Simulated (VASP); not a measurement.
All values below come from PBE GGA, VASP's PBE PAW potentials (set 64) (plane waves; VASP).

The input files of a VASP run:

### INCAR
```
ALGO = Fast
EDIFF = 1E-5
EDIFFG = -0.03
ENCUT = 400
GGA = PE
IBRION = 2
ISIF = 2
ISMEAR = 0
ISYM = 0
LASPH = T
LCHARG = F
LMAXMIX = 4
LREAL = Auto
LWAVE = F
NELM = 100
NELMIN = 4
NSW = 60
PREC = Normal
SIGMA = 0.05
SYSTEM = Ga33Sb31
```

KPOINTS:
```
Automatic
0
gamma
1 1 1
```

**POSCAR**
```
Ga33Sb31
1
   12.4495035576    -0.0000000000    -0.0000000000
   -0.0000000000    12.4495035576     0.0000000000
    0.0000000000     0.0000000000    12.4495035576
Ga Sb
33 31
Direct
  0.5000000000   0.0000000000   0.0000000000
  0.7500000000   0.2500000000   0.0000000000
  0.7500000000   0.0000000000   0.2500000000
  0.0000000000   0.0000000000   0.0000000000
  0.2500000000   0.2500000000   0.0000000000
  0.5000000000   0.5000000000   0.0000000000
  0.7500000000   0.7500000000   0.0000000000
  0.2500000000   0.0000000000   0.2500000000
  0.4980090000   0.2464700000   0.2535020000
  0.6253820000   0.3788300000   0.3782570000
  0.7491070000   0.4990060000   0.2512420000
  0.5000000000   0.0000000000   0.5000000000
  0.7522100000   0.2484590000   0.5039190000
  0.7500000000   0.0000000000   0.7500000000
  0.0000000000   0.5000000000   0.0000000000
  0.2500000000   0.7500000000   0.0000000000
  0.0000000000   0.2500000000   0.2500000000
  0.2500000000   0.5000000000   0.2500000000
  0.5000000000   0.7500000000   0.2500000000
  0.0000000000   0.0000000000   0.5000000000
  0.2500000000   0.2500000000   0.5000000000
  0.4995640000   0.4977410000   0.5031610000
  0.7500000000   0.7500000000   0.5000000000
  0.2500000000   0.0000000000   0.7500000000
  0.5000000000   0.2500000000   0.7500000000
  0.7500000000   0.5000000000   0.7500000000
  0.0000000000   0.7500000000   0.2500000000
  0.0000000000   0.5000000000   0.5000000000
  0.2500000000   0.7500000000   0.5000000000
  0.0000000000   0.2500000000   0.7500000000
  0.2500000000   0.5000000000   0.7500000000
  0.5000000000   0.7500000000   0.7500000000
  0.0000000000   0.7500000000   0.7500000000
  0.6250000000   0.1250000000   0.1250000000
  0.8750000000   0.3750000000   0.1250000000
  0.8750000000   0.1250000000   0.3750000000
  0.1250000000   0.1250000000   0.1250000000
  0.3750000000   0.3750000000   0.1250000000
  0.6250000000   0.6250000000   0.1250000000
  0.8750000000   0.8750000000   0.1250000000
  0.3750000000   0.1250000000   0.3750000000
  0.8750000000   0.6250000000   0.3750000000
  0.6250000000   0.1250000000   0.6250000000
  0.8750000000   0.3750000000   0.6250000000
  0.8750000000   0.1250000000   0.8750000000
  0.1250000000   0.6250000000   0.1250000000
  0.3750000000   0.8750000000   0.1250000000
  0.1250000000   0.3750000000   0.3750000000
  0.3750000000   0.6250000000   0.3750000000
  0.6250000000   0.8750000000   0.3750000000
  0.1250000000   0.1250000000   0.6250000000
  0.3750000000   0.3750000000   0.6250000000
  0.6250000000   0.6250000000   0.6250000000
  0.8750000000   0.8750000000   0.6250000000
  0.3750000000   0.1250000000   0.8750000000
  0.6250000000   0.3750000000   0.8750000000
  0.8750000000   0.6250000000   0.8750000000
  0.1250000000   0.8750000000   0.3750000000
  0.1250000000   0.6250000000   0.6250000000
  0.3750000000   0.8750000000   0.6250000000
  0.1250000000   0.3750000000   0.8750000000
  0.3750000000   0.6250000000   0.8750000000
  0.6250000000   0.8750000000   0.8750000000
  0.1250000000   0.8750000000   0.8750000000
```

POTCAR, in this order: Ga Sb (PBE.64 set). Program: vasp_gam.

Output of the run:

### OSZICAR
```
...
DAV:   1     0.162404426653E+04    0.16240E+04   -0.81248E+04   320   0.107E+03
DAV:   2    -0.269286158888E+02   -0.16510E+04   -0.15851E+04   416   0.193E+02
DAV:   3    -0.222649456852E+03   -0.19572E+03   -0.18930E+03   384   0.732E+01
DAV:   4    -0.229360185914E+03   -0.67107E+01   -0.65758E+01   368   0.136E+01
DAV:   5    -0.229508175814E+03   -0.14799E+00   -0.14729E+00   432   0.225E+00    0.198E+01
RMM:   6    -0.228049792987E+03    0.14584E+01   -0.10767E+00   320   0.182E+00    0.119E+01
RMM:   7    -0.227512254501E+03    0.53754E+00   -0.24142E+00   322   0.281E+00    0.107E+00
RMM:   8    -0.227547195591E+03   -0.34941E-01   -0.19803E-01   322   0.998E-01    0.658E-01
RMM:   9    -0.227562828950E+03   -0.15633E-01   -0.68634E-02   321   0.540E-01    0.276E-01
RMM:  10    -0.227565244427E+03   -0.24155E-02   -0.14152E-02   346   0.250E-01    0.168E-01
RMM:  11    -0.227565466720E+03   -0.22229E-03   -0.31511E-03   323   0.101E-01    0.664E-02
RMM:  12    -0.227565581334E+03   -0.11461E-03   -0.83573E-04   324   0.610E-02    0.183E-02
RMM:  13    -0.227565589709E+03   -0.83749E-05   -0.20529E-04   325   0.280E-02    0.153E-02
RMM:  14    -0.227565597745E+03   -0.80367E-05   -0.43010E-05   244   0.140E-02
   1 F= -.22756560E+03 E0= -.22753130E+03  d E =-.227566E+03
       N       E                     dE             d eps       ncg     rms          rms(c)
DAV:   1    -0.227675067020E+03   -0.10948E+00   -0.10798E+00   352   0.176E+00    0.459E-01
RMM:   2    -0.227679530359E+03   -0.44633E-02   -0.74233E-02   320   0.442E-01    0.145E-01
RMM:   3    -0.227680372798E+03   -0.84244E-03   -0.10250E-02   332   0.172E-01    0.647E-02
RMM:   4    -0.227680490025E+03   -0.11723E-03   -0.15913E-03   339   0.681E-02    0.490E-02
RMM:   5    -0.227680511684E+03   -0.21659E-04   -0.35869E-04   328   0.345E-02    0.177E-02
RMM:   6    -0.227680519340E+03   -0.76565E-05   -0.74790E-05   278   0.171E-02
   2 F= -.22768052E+03 E0= -.22764827E+03  d E =-.114922E+00
       N       E                     dE             d eps       ncg     rms          rms(c)
DAV:   1    -0.227734396578E+03   -0.53885E-01   -0.78595E+00   320   0.472E+00    0.120E+00
RMM:   2    -0.227769974364E+03   -0.35578E-01   -0.53802E-01   320   0.117E+00    0.394E-01
RMM:   3    -0.227775307728E+03   -0.53334E-02   -0.71142E-02   326   0.455E-01    0.169E-01
RMM:   4    -0.227776566509E+03   -0.12588E-02   -0.14381E-02   345   0.186E-01    0.123E-01
RMM:   5    -0.227776740373E+03   -0.17386E-03   -0.20113E-03   325   0.877E-02    0.370E-02
RMM:   6    -0.227776804778E+03   -0.64405E-04   -0.58365E-04   349   0.446E-02    0.173E-02
RMM:   7    -0.227776807144E+03   -0.23655E-05   -0.84963E-05   280   0.172E-02
   3 F= -.22777681E+03 E0= -.22775106E+03  d E =-.211209E+00
       N       E                     dE             d eps       ncg     rms          rms(c)
DAV:   1    -0.227781741740E+03   -0.49370E-02   -0.35057E-01   336   0.978E-01    0.255E-01
RMM:   2    -0.227783286281E+03   -0.15445E-02   -0.23168E-02   320   0.244E-01    0.840E-02
RMM:   3    -0.227783515112E+03   -0.22883E-03   -0.30442E-03   325   0.943E-02    0.349E-02
RMM:   4    -0.227783566638E+03   -0.51526E-04   -0.63634E-04   344   0.384E-02    0.252E-02
RMM:   5    -0.227783573913E+03   -0.72748E-05   -0.84207E-05   277   0.178E-02
   4 F= -.22778357E+03 E0= -.22775645E+03  d E =-.217976E+00
       N       E                     dE             d eps       ncg     rms          rms(c)
DAV:   1    -0.227824999233E+03   -0.41433E-01   -0.78677E-01   336   0.155E+00    0.362E-01
RMM:   2    -0.227826966617E+03   -0.19674E-02   -0.43546E-02   320   0.346E-01    0.110E-01
RMM:   3    -0.227827500382E+03   -0.53377E-03   -0.61411E-03   330   0.137E-01    0.485E-02
RMM:   4    -0.227827613676E+03   -0.11329E-03   -0.11488E-03   351   0.569E-02    0.366E-02
RMM:   5    -0.227827631074E+03   -0.17398E-04   -0.19014E-04   318   0.258E-02    0.137E-02
RMM:   6    -0.227827636428E+03   -0.53538E-05   -0.41401E-05   229   0.123E-02
   5 F= -.22782764E+03 E0= -.22780157E+03  d E =-.440625E-01
       N       E                     dE             d eps       ncg     rms          rms(c)
DAV:   1    -0.227843098007E+03   -0.15467E-01   -0.12628E+00   336   0.197E+00    0.465E-01
RMM:   2    -0.227846695159E+03   -0.35972E-02   -0.70844E-02   320   0.441E-01    0.145E-01
RMM:   3    -0.227847493075E+03   -0.79792E-03   -0.99631E-03   325   0.175E-01    0.609E-02
RMM:   4    -0.227847686253E+03   -0.19318E-03   -0.19504E-03   355   0.733E-02    0.462E-02
RMM:   5    -0.227847714447E+03   -0.28194E-04   -0.30898E-04   325   0.325E-02    0.236E-02
RMM:   6    -0.227847722730E+03   -0.82838E-05   -0.61030E-05   256   0.155E-02
   6 F= -.22784772E+03 E0= -.22782305E+03  d E =-.641488E-01
       N       E                     dE             d eps       ncg     rms          rms(c)
DAV:   1    -0.227862926404E+03   -0.15212E-01   -0.60228E-01   344   0.144E+00    0.292E-01
RMM:   2    -0.227865759021E+03   -0.28326E-02   -0.37273E-02   320   0.317E-01    0.902E-02
RMM:   3    -0.227866283066E+03   -0.52404E-03   -0.55689E-03   330   0.129E-01    0.405E-02
RMM:   4    -0.227866357274E+03   -0.74208E-04   -0.95503E-04   336   0.547E-02    0.317E-02
RMM:   5    -0.227866366435E+03   -0.91606E-05   -0.16296E-04   330   0.256E-02    0.152E-02
RMM:   6    -0.227866369571E+03   -0.31365E-05   -0.33888E-05   214   0.124E-02
   7 F= -.22786637E+03 E0= -.22784013E+03  d E =-.186468E-01
       N       E                     dE             d eps       ncg     rms          rms(c)
DAV:   1    -0.227868900392E+03   -0.25340E-02   -0.42285E-01   344   0.120E+00    0.247E-01
RMM:   2    -0.227870907774E+03   -0.20074E-02   -0.26388E-02   320   0.267E-01    0.763E-02
RMM:   3    -0.227871277016E+03   -0.36924E-03   -0.39722E-03   332   0.109E-01    0.347E-02
RMM:   4    -0.227871328510E+03   -0.51494E-04   -0.67360E-04   336   0.461E-02    0.270E-02
RMM:   5    -0.227871334844E+03   -0.63339E-05   -0.11455E-04   321   0.215E-02    0.133E-02
RMM:   6    -0.227871336942E+03   -0.20981E-05   -0.23653E-05   208   0.104E-02
   8 F= -.22787134E+03 E0= -.22784378E+03  d E =-.236142E-01
       N       E                     dE             d eps       ncg     rms          rms(c)
DAV:   1    -0.227875468418E+03   -0.41336E-02   -0.25822E-01   336   0.945E-01    0.208E-01
RMM:   2    -0.227876785629E+03   -0.13172E-02   -0.16593E-02   320   0.216E-01    0.661E-02
RMM:   3    -0.227877027144E+03   -0.24151E-03   -0.25027E-03   329   0.884E-02    0.302E-02
RMM:   4    -0.227877061238E+03   -0.34095E-04   -0.43146E-04   345   0.373E-02    0.226E-02
RMM:   5    -0.227877065605E+03   -0.43668E-05   -0.88962E-05   312   0.185E-02
   9 F= -.22787707E+03 E0= -.22784805E+03  d E =-.572866E-02
       N       E                     dE             d eps       ncg     rms          rms(c)
DAV:   1    -0.227877239442E+03   -0.17820E-03   -0.14225E-02   360   0.223E-01    0.485E-02
RMM:   2    -0.227877315024E+03   -0.75582E-04   -0.94915E-04   320   0.519E-02    0.154E-02
RMM:   3    -0.227877329841E+03   -0.14817E-04   -0.14984E-04   328   0.217E-02    0.857E-03
RMM:   4    -0.227877331882E+03   -0.20409E-05   -0.24801E-05   211   0.935E-03
  10 F= -.22787733E+03 E0= -.22784799E+03  d E =-.599494E-02
       N       E                     dE             d eps       ncg     rms          rms(c)
DAV:   1    -0.227878383097E+03   -0.10533E-02   -0.55316E-02   336   0.440E-01    0.101E-01
RMM:   2    -0.227878647179E+03   -0.26408E-03   -0.36295E-03   321   0.102E-01    0.319E-02
RMM:   3    -0.227878695144E+03   -0.47965E-04   -0.54805E-04   329   0.419E-02    0.141E-02
RMM:   4    -0.227878701791E+03   -0.66471E-05   -0.93191E-05   307   0.177E-02
  11 F= -.22787870E+03 E0= -.22784905E+03  d E =-.136991E-02
```

File OUTCAR:
```
------------------------ aborting loop because EDIFF is reached ----------------------------------------
  FORCE on cell =-STRESS in cart. coord.  units (eV):
  Direction    XX          YY          ZZ          XY          YZ          ZX
  --------------------------------------------------------------------------------------
  Total       11.0713236     10.3589602     10.9838420      0.9566145     -0.8318768     -3.5996637
  in kB        9.1929315      8.6014297      9.1202923      0.7943126     -0.6907382     -2.9889346
  external PRESSURE =       8.9715512 kB  Pullay stress =       0.0000000 kB
  volume of cell :     1929.55
      direct lattice vectors                 reciprocal lattice vectors
    12.449503558  0.000000000  0.000000000     0.080324488  0.000000000  0.000000000
     0.000000000 12.449503558  0.000000000     0.000000000  0.080324488  0.000000000
     0.000000000  0.000000000 12.449503558     0.000000000  0.000000000  0.080324488
  FREE ENERGIE OF THE ION-ELECTRON SYSTEM (eV)
  ---------------------------------------------------
  free  energy   TOTEN  =      -227.8787017911 eV

  energy  without entropy=     -227.8193941187  energy(sigma->0) =     -227.84904795

 reached required accuracy - stopping structural energy minimisation
```
(Selected blocks of OUTCAR.)

### CONTCAR
```
Ga33Sb31
   1.00000000000000
    12.4495035575999999    0.0000000000000000    0.0000000000000000
     0.0000000000000000   12.4495035575999999    0.0000000000000000
     0.0000000000000000    0.0000000000000000   12.4495035575999999
  Ga              Sb
    33    31
Direct
     0.4993531605281142    0.0002474823919237    0.0011872053847241
     0.7495195799536014    0.2504180233992098    0.0016450599922851
     0.7495764683919210    0.0007675549646219    0.2503249985510330
     0.9998638444534027    0.9990376058122460    0.0000582050624737
     0.2505386334529848    0.2489970068639400    0.0009442031515889
     0.5005826219498721    0.4992076968995021    0.0015725697755901
     0.7499081049343296    0.7490603742526067    0.0007068191006697
     0.2506732958582902    0.0002503012805477    0.2492447040646515
     0.5079797049410253    0.2566029045549541    0.2595375919502208
     0.6256571725040884    0.3777186147598713    0.3756925706902723
     0.7417674485637843    0.4903316785482578    0.2584708181136431
     0.5000564821498025    0.0003347454280147    0.5002772332089011
     0.7422383733962449    0.2563745000497633    0.4931287826861154
     0.7508085437442485    0.0001412751088812    0.7495965854678275
     0.9992373588435440    0.4996649754354262    0.0009347223549837
     0.2495952601741099    0.7491584593977932    0.0000364627001692
     0.9987400315382996    0.2504570922090510    0.2500521743481000
     0.2513083495780629    0.4994230933841631    0.2507440213356630
     0.5005837559931963    0.7480983612475167    0.2506656890551632
     0.9991930124891036    0.0000725312430767    0.5006178483568517
     0.2508342058070377    0.2499360545595097    0.5002796253780941
     0.5072821210039471    0.4902745293934611    0.4936181044557688
     0.7495414920525163    0.7482951935995101    0.4993087209759483
     0.2497049993206379    0.9990021991432768    0.7503202519142034
     0.4997079647761227    0.2498538424656482    0.7492856840064072
     0.7493592138726171    0.4997425320782343    0.7491465437815914
     0.9995761610579992    0.7490664908785015    0.2499658309180956
     0.9988779146876292    0.4997084546934401    0.4992769936987961
     0.2503113011376711    0.7490817563171844    0.5001190843124564
     0.9995317288510720    0.2490935595155913    0.7501827007752526
     0.2502715050280272    0.5000522277073234    0.7499947215524992
     0.4997630614311291    0.7492778706294408    0.7501179150380159
     0.0001140661785543    0.7492000974972750    0.7503787237565217
     0.6242366499933377    0.1272384690546285    0.1268989328075986
     0.8738455648442462    0.3767042868008864    0.1260851409192216
     0.8735044771604575    0.1270905524501147    0.3755249110129020
     0.1246147721965497    0.1254360022491702    0.1251103778234902
     0.3771749270831591    0.3743133266205345    0.1271471953306536
     0.6263656532037948    0.6239126662613704    0.1263060785532047
     0.8749233977606459    0.8752876122227108    0.1251055386866293
     0.3763974249865177    0.1265524004436411    0.3746994874700964
     0.8738583898004927    0.6241670303367572    0.3734745155326343
     0.6256702056533340    0.1267887545640346    0.6237014654689655
     0.8735502446931409    0.3749283819613317    0.6234602412451792
     0.8746584243038947    0.1257298927039573    0.8757737207228453
     0.1252936165917161    0.6250251290432528    0.1251510763995409
     0.3752905279944104    0.8745466409320851    0.1252037078731944
     0.1251561574591012    0.3750252598376716    0.3749880111437377
     0.3767486480675704    0.6236751391485840    0.3763013493569960
     0.6249998294879238    0.8751907788401703    0.3749726345881647
     0.1250760493299607    0.1253259887046610    0.6249334609347981
     0.3757033458770400    0.3762655904680317    0.6245204903442778
     0.6239645654382305    0.6242497759028466    0.6236447661328417
     0.8749164014575848    0.8746287235221629    0.6247424445219711
     0.3751355501207638    0.1251902770794824    0.8749733389178771
     0.6249680594061362    0.3750330365121987    0.8749628498231050
     0.8749737569427202    0.6251126079030663    0.8749239812585856
     0.1252845113921391    0.8762464031237062    0.3744270833869133
     0.1248716433144026    0.6250725895579738    0.6247669130571002
     0.3751200933952821    0.8751103235963008    0.6249663343545069
     0.1252394506533855    0.3762793194334850    0.8754262811033311
     0.3752931768045372    0.6250272763548033    0.8753644140279006
     0.6253824316470512    0.8764961755583832    0.8750652524488420
     0.1249971142974911    0.8749065031022321    0.8750258388383121
```

The supercell is sampled at Γ alone, which is coarse: total energies, pressure and levels can be off, energies of defects by several tenths of an eV.

The cell is a supercell with a defect, built from GaSb (zinc blende): Ga_Sb. The run is not spin-polarised, so no state with unpaired spins was tried.
